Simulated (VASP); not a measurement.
# Ta2Si under strain, part 2 of 2

Aim: follow the pressure of Ta2Si through compression, expansion and shear. All runs use PBEsol. Left out of this account: 1 further run (fields: a reference on another mesh). The start is a computed cell from the Materials Project.

VASP 6.6.1; PBEsol; plane waves and PAW (Ta_pv, Si).

Still holding for the runs below: Spin-orbit coupling is off here; with elements this heavy it splits and shifts levels by tenths of an eV or more.

So far, pressure (GPa): step 2 (bands, cell as listed) -2.89; step 3 (cell volume +4.0 %) -10.8; step 4 (cell volume +8.0 %) -17.2; step 5 (bands, sheared, principal strains -2.4, -0.4, +2.8 %) -2.43; step 6 (cell volume -4.0 %) 6.82.

### Step 7. Bands, volume times 0.92

The cell is scaled evenly once more. A prediction first. A parabola through the 4 pressures of evenly scaled cells so far, P = -2.87 -219.2 t +438 t² GPa with t = ln(V/V₁) and V₁ the volume at scale 1, gives 18.45 GPa at t = -0.0834.

File INCAR:

```
SYSTEM = Ta2Si
PREC = Accurate
ENCUT = 400
EDIFF = 1E-06
NELM = 100
ISMEAR = -1
SIGMA = 0.05
LREAL = .FALSE.
ALGO = Normal
GGA = PS
NBANDS = 42
LASPH = .TRUE.
LORBIT = 11
LWAVE = .FALSE.
LCHARG = .FALSE.
KPAR = 4
```

File POSCAR:

```
Ta2Si
1.0
   -3.0031237376      3.0031237376      2.4544652513
    3.0031237376     -3.0031237376      2.4544652513
    3.0031237376      3.0031237376     -2.4544652513
Ta Si
4 2
Direct
    0.6635932100      0.8364067900      0.5000000000
    0.8364067900      0.3364067900      0.1728135800
    0.3364067900      0.1635932100      0.5000000000
    0.1635932100      0.6635932100      0.8271864200
    0.2500000000      0.2500000000      0.0000000000
    0.7500000000      0.7500000000      0.0000000000
```

File KPOINTS:

```
Automatic mesh
0
Gamma
8 8 8
0 0 0
```

File KPOINTS_OPT:

```
Line mode
16
Line-mode
Reciprocal
  0.00000000   0.00000000   0.00000000 GAMMA
  0.00000000   0.00000000   0.50000000 X

  0.00000000   0.00000000   0.50000000 X
 -0.50000000   0.50000000   0.50000000 M

 -0.50000000   0.50000000   0.50000000 M
  0.00000000   0.00000000   0.00000000 GAMMA

  0.00000000   0.00000000   0.00000000 GAMMA
  0.41699649   0.41699649  -0.41699649 Z

  0.41699649   0.41699649  -0.41699649 Z
  0.25000000   0.25000000   0.25000000 P

  0.25000000   0.25000000   0.25000000 P
  0.00000000   0.50000000   0.00000000 N

  0.00000000   0.50000000   0.00000000 N
 -0.41699649   0.58300351   0.41699649 Z1

 -0.41699649   0.58300351   0.41699649 Z1
 -0.50000000   0.50000000   0.50000000 M

  0.00000000   0.00000000   0.50000000 X
  0.25000000   0.25000000   0.25000000 P
```

The projector-augmented-wave data sets are Ta_pv and Si (PBE family, release 64).

Command:

```sh
> mpirun -np 4 vasp_std
```

Run time: 47 s. Hardware: 4 MPI ranks of Intel Xeon 6975P-C (Granite Rapids), shared host; peak memory 1.3 GiB.

Numbers from this step:

* free energy (TOTEN): -64.9540 eV
* energy at zero smearing: -64.9405 eV
* Fermi energy: 8.225 eV
* pressure: 18.75 GPa

The electronic bands at the labelled points (eV, zero at the Fermi level; # counts the bands kept):

```csv
point,#10,#11,#12,#13,#14,#15,#16,#17
Γ,-2.56,-2.10,0.09,0.23,1.05,1.40,1.40,1.70
0.47 of the way,-2.47,-2.24,-0.26,0.41,0.41,0.66,0.67,2.48
X,-1.94,-1.49,-0.27,0.00,0.07,0.63,1.47,1.93
0.47 of the way,-1.95,-1.59,-0.61,-0.06,0.00,0.13,1.40,2.39
M,-1.14,-1.14,-1.12,-1.09,-0.36,0.17,0.76,0.76
0.53 of the way,-2.32,-2.26,-0.61,-0.27,0.55,0.62,0.70,2.79
Γ,-2.56,-2.10,0.09,0.23,1.05,1.40,1.40,1.70
0.47 of the way,-2.21,-1.51,-1.09,-0.93,0.73,0.87,0.87,2.00
Z,-1.27,-1.08,-1.08,-0.86,-0.16,0.43,0.43,0.94
0.47 of the way,-2.06,-1.89,-1.54,-0.35,0.68,0.74,1.52,1.82
P,-2.12,-2.12,-1.13,-1.13,0.82,0.82,1.94,1.94
0.47 of the way,-2.08,-2.08,-1.12,-1.12,0.79,0.79,2.07,2.07
N,-2.17,-2.17,-1.03,-1.03,0.71,0.71,2.06,2.06
0.53 of the way,-1.77,-1.75,-1.42,0.07,0.18,0.46,1.01,1.42
Z1,-1.27,-1.08,-1.08,-0.86,-0.16,0.43,0.43,0.94
0.47 of the way,-1.45,-1.12,-1.12,-0.61,-0.59,0.48,0.65,0.65
M,-1.14,-1.14,-1.12,-1.09,-0.36,0.17,0.76,0.76
jump to X,-1.94,-1.49,-0.27,0.00,0.07,0.63,1.47,1.93
0.47 of the way,-2.24,-1.34,-1.24,-0.23,0.05,0.91,1.72,2.77
P,-2.12,-2.12,-1.13,-1.13,0.82,0.82,1.94,1.94
```

Of the projections kept (Ta, Si), the largest for each band there; the rest of the weight can lie on other orbitals:

```csv
point,#10,#11,#12,#13,#14,#15,#16,#17
Γ,Ta 0.71,Ta 1.00,Ta 1.00,Ta 1.00,Ta 1.00,Ta 1.00,Ta 1.00,Ta 0.95
X,Ta 0.75,Ta 0.90,Ta 0.97,Ta 1.00,Ta 0.99,Ta 1.00,Ta 0.99,Ta 1.00
M,Ta 0.96,Ta 0.96,Ta 1.00,Ta 1.00,Ta 1.00,Ta 1.00,Ta 0.89,Ta 0.89
Γ,Ta 0.71,Ta 1.00,Ta 1.00,Ta 1.00,Ta 1.00,Ta 1.00,Ta 1.00,Ta 0.95
Z,Ta 0.98,Ta 0.97,Ta 0.97,Ta 1.00,Ta 1.00,Ta 0.88,Ta 0.88,Ta 1.00
P,Ta 0.98,Ta 0.98,Ta 0.91,Ta 0.91,Ta 0.90,Ta 0.90,Ta 0.99,Ta 0.99
```

Force by atom:

```csv
atom,x (eV/Å),y (eV/Å),z (eV/Å),size
Ta1,0.200,-0.200,0.000,0.282
Ta2,0.200,0.200,0.000,0.282
Ta3,-0.200,0.200,0.000,0.282
Ta4,-0.200,-0.200,0.000,0.282
Si5,0.000,0.000,0.000,0.000
Si6,0.000,0.000,0.000,0.000
```

 The pressure is 18.75 GPa. The parabola predicted 18.45 GPa, -0.29 GPa off.

### Step 8. Bands, atoms displaced by up to 0.05 Å

The atoms are moved off their sites at random, as a crude picture of disorder.

INCAR is that of step 7.

File POSCAR:

```
Ta2Si
1.0
   -3.0877629443      3.0877629443      2.5236412193
    3.0877629443     -3.0877629443      2.5236412193
    3.0877629443      3.0877629443     -2.5236412193
Ta Si
4 2
Direct
    0.6664370000      0.8367540000      0.5000870000
    0.8336980000      0.3317410000      0.1701900000
    0.3336840000      0.1617390000      0.4946360000
    0.1660640000      0.6670740000      0.8326990000
    0.2493680000      0.2579280000      0.0068810000
    0.7469340000      0.7495220000      0.0005500000
```

KPOINTS is that of step 7.

KPOINTS_OPT is that of step 7.

Command:

```sh
> mpirun -np 4 vasp_std
```

Run time: 3.2 min. Hardware: 4 MPI ranks; peak memory 3.7 GiB; 12 min of CPU time.

Numbers from this step:

| Property | Result |
| --- | --- |
| SCF cycles | 14 |
| irreducible k-points | 260 |
| symmetry operations | 1 |
| free energy (TOTEN) | -65.2655 eV |
| energy at zero smearing | -65.2517 eV |
| Fermi energy | 7.407 eV |
| pressure | -2.532 GPa |

Electronic bands along the path, in eV, zero at the Fermi level; # counts the bands kept:

| point | #10 | #11 | #12 | #13 | #14 | #15 | #16 | #17 |
| --- | --- | --- | --- | --- | --- | --- | --- | --- |
| Γ | -2.42 | -2.00 | 0.05 | 0.21 | 1.00 | 1.30 | 1.34 | 1.51 |
| 0.53 of the way | -2.29 | -2.14 | -0.18 | 0.28 | 0.33 | 0.51 | 0.62 | 2.38 |
| X | -1.91 | -1.45 | -0.23 | 0.01 | 0.08 | 0.59 | 1.34 | 1.72 |
| 0.53 of the way | -1.64 | -1.62 | -0.64 | -0.05 | 0.05 | 0.08 | 1.35 | 2.04 |
| M | -1.07 | -1.03 | -0.97 | -0.96 | -0.29 | 0.28 | 0.74 | 0.81 |
| 0.53 of the way | -2.17 | -2.06 | -0.58 | -0.22 | 0.53 | 0.61 | 0.66 | 2.49 |
| Γ | -2.42 | -2.00 | 0.05 | 0.21 | 1.00 | 1.30 | 1.34 | 1.51 |
| 0.53 of the way | -1.78 | -1.74 | -1.07 | -0.86 | 0.58 | 0.61 | 0.68 | 1.52 |
| Z | -1.03 | -0.99 | -0.97 | -0.72 | -0.23 | 0.42 | 0.51 | 0.96 |
| 0.47 of the way | -1.83 | -1.66 | -1.36 | -0.41 | 0.64 | 0.75 | 1.45 | 1.73 |
| P | -1.89 | -1.86 | -1.10 | -1.08 | 0.67 | 0.69 | 1.78 | 1.83 |
| 0.53 of the way | -1.88 | -1.85 | -1.14 | -1.09 | 0.68 | 0.75 | 1.87 | 1.92 |
| N | -1.96 | -1.95 | -1.10 | -1.04 | 0.67 | 0.76 | 1.84 | 1.88 |
| 0.47 of the way | -1.65 | -1.62 | -1.38 | -0.12 | 0.41 | 0.50 | 1.11 | 1.54 |
| Z1 | -1.03 | -0.99 | -0.97 | -0.72 | -0.23 | 0.42 | 0.51 | 0.96 |
| 0.47 of the way | -1.23 | -1.03 | -1.00 | -0.60 | -0.48 | 0.53 | 0.64 | 0.72 |
| M | -1.07 | -1.03 | -0.97 | -0.96 | -0.29 | 0.28 | 0.74 | 0.81 |
| jump to X | -1.91 | -1.45 | -0.23 | 0.01 | 0.08 | 0.59 | 1.34 | 1.72 |
| 0.53 of the way | -1.99 | -1.32 | -1.26 | -0.29 | 0.03 | 0.95 | 1.72 | 2.41 |
| P | -1.89 | -1.86 | -1.10 | -1.08 | 0.67 | 0.69 | 1.78 | 1.83 |

Of the projections kept (Ta, Si), the largest for each band there; the rest of the weight can lie on other orbitals:

```csv
point,#10,#11,#12,#13,#14,#15,#16,#17
Γ,Ta 0.91,Ta 1.00,Ta 1.00,Ta 1.00,Ta 1.00,Ta 1.00,Ta 1.00,Ta 0.96
X,Ta 0.96,Ta 0.89,Ta 0.98,Ta 1.00,Ta 1.00,Ta 1.00,Ta 0.99,Ta 1.00
M,Ta 0.97,Ta 0.96,Ta 0.99,Ta 1.00,Ta 1.00,Ta 1.00,Ta 0.90,Ta 0.90
Γ,Ta 0.91,Ta 1.00,Ta 1.00,Ta 1.00,Ta 1.00,Ta 1.00,Ta 1.00,Ta 0.96
Z,Ta 0.99,Ta 0.97,Ta 0.98,Ta 1.00,Ta 1.00,Ta 0.90,Ta 0.89,Ta 1.00
P,Ta 0.98,Ta 0.98,Ta 0.92,Ta 0.92,Ta 0.90,Ta 0.90,Ta 0.99,Ta 0.99
```

Force by atom:

```csv
atom,x (eV/Å),y (eV/Å),z (eV/Å),size
Ta1,0.390,-0.002,-0.017,0.391
Ta2,0.558,-0.013,0.035,0.559
Ta3,0.274,0.458,-0.168,0.559
Ta4,-0.070,-0.493,0.075,0.504
Si5,-0.809,-0.003,0.054,0.810
Si6,-0.345,0.054,0.021,0.349
```

 The pressure is -2.53 GPa, and the symmetry operations fall from 16 to 1.

### Step 9. The runs together

```
                                         cell   mesh  pressure (GPa)  gap (eV)
                               cell as listed  8×8×8           -2.89      none
                            volume times 1.04  8×8×8          -10.77      none
                            volume times 1.08  8×8×8          -17.16      none
sheared, principal strains -2.4, -0.4, +2.8 %  8×8×8           -2.43      none
                            volume times 0.96  8×8×8            6.82      none
                            volume times 0.92  8×8×8           18.75      none
              atoms displaced by up to 0.05 Å  8×8×8           -2.53      none
```

### Step 10. Results

```json
{
 "pressure, cell as listed": "-2.89 GPa",
 "pressure, volume times 1.04": "-10.8 GPa",
 "pressure, volume times 1.08": "-17.2 GPa",
 "pressure, sheared, principal strains -2.4, -0.4, +2.8 %": "-2.43 GPa",
 "pressure, volume times 0.96": "6.82 GPa",
 "pressure, volume times 0.92": "18.7 GPa",
 "pressure, atoms displaced by up to 0.05 Å": "-2.53 GPa",
 "bulk modulus at the listed volume, shape and positions held": "221 GPa"
}
```

In words: The slope of pressure against ln V at the listed volume gives a bulk modulus of 221 GPa at fixed shape and positions, an upper bound since the atoms bear forces. The atoms were not relaxed in the changed cells. Spin-orbit coupling is left out, and with elements this heavy it would split and shift bands near the Fermi level.

[Lines on the potential files, build, host, timing and source positions are cut from VASP's logs without a mark.]

[Logs are printed without paths, hosts, clocks, repeated set-up lines and the standing remarks that a program may print on its own settings, such as how far it seeks lower states.]

[Hosts, paths, dates, database ids (printed as entryN), source tags and the programs' standing remarks are cut or masked in the printed files.]

[A measured line is paired with the nearest computed mode of its activity, which favours agreement.]
